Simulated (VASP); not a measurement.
A run of VASP 6.6.1:

INCAR

```
SYSTEM = SrTiO3
  ALGO = Normal
  EDIFF = 1E-7
  EDIFFG = -0.01
  ENCUT = 600
  GGA = PE
  IBRION = 2
  ISIF = 2
  ISMEAR = 0
  IVDW = 12
  LASPH = .TRUE.
  LCHARG = .FALSE.
  LREAL = .FALSE.
  LWAVE = .FALSE.
  NELM = 80
  NSW = 40
  PREC = Accurate
  SIGMA = 0.03
```

Contents of KPOINTS:

```
k-points
0
G
  8 8 8
  0 0 0
```

File POSCAR:

```
SrTiO3                                  
1.0
    3.9648190876      0.0000000000      0.0000000000
    0.0000000000      3.9648190876      0.0000000000
    0.0000000000      0.0000000000      3.9648190876
  Sr              Ti              O             
     1     1     3
Direct
     0.5000000000000000    0.5000000000000000    0.5000000000000000
     0.0000000000000000    0.0000000000000000    0.0000000000000000
     0.5000000000000000    0.0000000000000000    0.0000000000000000
     0.0000000000000000    0.5000000000000000    0.0000000000000000
     0.0000000000000000    0.0000000000000000    0.5000000000000000
```

Potentials or basis: VASP PAW PBE potentials, release 64 (Sr_sv, Ti_sv, O).

Command:

```console
$ cat potpaw_PBE.64/Sr_sv/POTCAR potpaw_PBE.64/Ti_sv/POTCAR potpaw_PBE.64/O/POTCAR > POTCAR
$ mpirun -np 1 vasp_std > vasp.out
```

Hardware: 1 thread of Intel(R) Xeon(R) 6975P-C (Granite Rapids), with other jobs on the host.

Task: Estimate the wall time of this run.

Result: Run time: 25 s on 1 thread of Intel(R) Xeon(R) 6975P-C (Granite Rapids), with other jobs on the host, peak memory 0.23 GiB. Counts: scf iterations 18, k points 35, ion steps 1.
